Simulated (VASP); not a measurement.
Computed with PBE GGA with D4 dispersion, VASP's PBE PAW potentials (set 64) (plane waves; VASP 6.6.1).

A VASP calculation is set up with these files.

**POSCAR**
```
BAs
1
   -0.0000000000     2.3829036853     2.3829036853
    2.3829036853    -0.0000000000     2.3829036853
    2.3829036853     2.3829036853     0.0000000000
B As
1 1
Direct
  0.0000000000   0.0000000000   0.0000000000
  0.2500000000   0.2500000000   0.2500000000
```

KPOINTS:
```
k-points along high-symmetry lines
15
Line-mode
Reciprocal
  0.000000   0.000000   0.000000 ! GAMMA
 -0.500000  -0.500000   0.000000 ! X

 -0.500000  -0.500000   0.000000 ! X
 -0.375000  -0.375000   0.250000 ! U

 -0.375000  -0.000000   0.375000 ! K
  0.000000   0.000000   0.000000 ! GAMMA

  0.000000   0.000000   0.000000 ! GAMMA
 -0.000000  -0.000000   0.500000 ! L

 -0.000000  -0.000000   0.500000 ! L
 -0.500000  -0.250000   0.250000 ! W

 -0.500000  -0.250000   0.250000 ! W
 -0.500000  -0.500000   0.000000 ! X
```

INCAR:
```
! general
SYSTEM =BAs
PREC   =Accurate
ENCUT  =520
LREAL  =.False.
LASPH  =.True.
ICHARG =11

! electronic loop
EDIFF  =1E-7
NELM   =100
ALGO   =Normal
LMAXMIX=4

! smearing
ISMEAR =0
SIGMA  =0.05

! functional
GGA    =PE
IVDW   =13

! output
LWAVE  =.False.
LCHARG =.False.
LORBIT =11
```

POTCAR, in this order: B As (PBE.64 set). Program: vasp_std. Read from the step before: CHGCAR.

Output

OSZICAR:
```
       N       E                     dE             d eps       ncg     rms          rms(c)
DAV:   1     0.148939373678E+02    0.14894E+02   -0.39378E+03  1440   0.878E+02
DAV:   2    -0.901262317347E+01   -0.23907E+02   -0.22791E+02  2200   0.104E+02
DAV:   3    -0.933239974733E+01   -0.31978E+00   -0.31978E+00  1640   0.161E+01
DAV:   4    -0.933284190026E+01   -0.44215E-03   -0.44215E-03  2168   0.635E-01
DAV:   5    -0.933284215869E+01   -0.25843E-06   -0.25843E-06  1672   0.108E-02
DAV:   6    -0.933284215974E+01   -0.10562E-08   -0.10562E-08  2144   0.454E-04
   1 F= -.10089437E+02 E0= -.10089437E+02  d E =-.167050E-14
```

### OUTCAR
```
 val. band max:        6.2040036700   @ k =   0.0000   0.0000   0.0000

 cond. band min:       7.3733391070   @ k =  -0.3929  -0.3929   0.0000



 k-point     1 :       0.0000    0.0000    0.0000
  band No.  band energies     occupation
      1      -9.2616      2.00000
      2       6.2040      2.00000
      3       6.2040      2.00000
      4       6.2040      2.00000
      5       9.4894      0.00000
      6       9.4894      0.00000
      7       9.4894      0.00000
      8      10.9806      0.00000

 k-point     2 :      -0.0357   -0.0357    0.0000
  band No.  band energies     occupation
      1      -9.2334      2.00000
      2       6.0584      2.00000
      3       6.0657      2.00000
      4       6.0657      2.00000
      5       9.4028      0.00000
      6       9.6584      0.00000
      7       9.6584      0.00000
      8      11.1206      0.00000

 k-point     3 :      -0.0714   -0.0714    0.0000
  band No.  band energies     occupation
      1      -9.1489      2.00000
      2       5.6605      2.00000
      3       5.7176      2.00000
      4       5.7176      2.00000
      5       9.1937      0.00000
      6      10.0981      0.00000
      7      10.0981      0.00000
      8      11.4472      0.00000

 k-point     4 :      -0.1071   -0.1071    0.0000
  band No.  band energies     occupation
      1      -9.0085      2.00000
      2       5.0893      2.00000
      3       5.2697      2.00000
      4       5.2697      2.00000
      5       8.9279      0.00000
      6      10.6971      0.00000
      7      10.6971      0.00000
      8      11.7883      0.00000

 k-point     5 :      -0.1429   -0.1429    0.0000
  band No.  band energies     occupation
      1      -8.8128      2.00000
      2       4.4123      2.00000
      3       4.7929      2.00000
      4       4.7929      2.00000
      5       8.6414      0.00000
      6      11.3821      0.00000
      7      11.3821      0.00000
      8      11.9589      0.00000
...
```

The density is held fixed in this step, so its total energy and stress have no physical meaning.

The compound is BAs in the zinc blende structure. It was relaxed first.
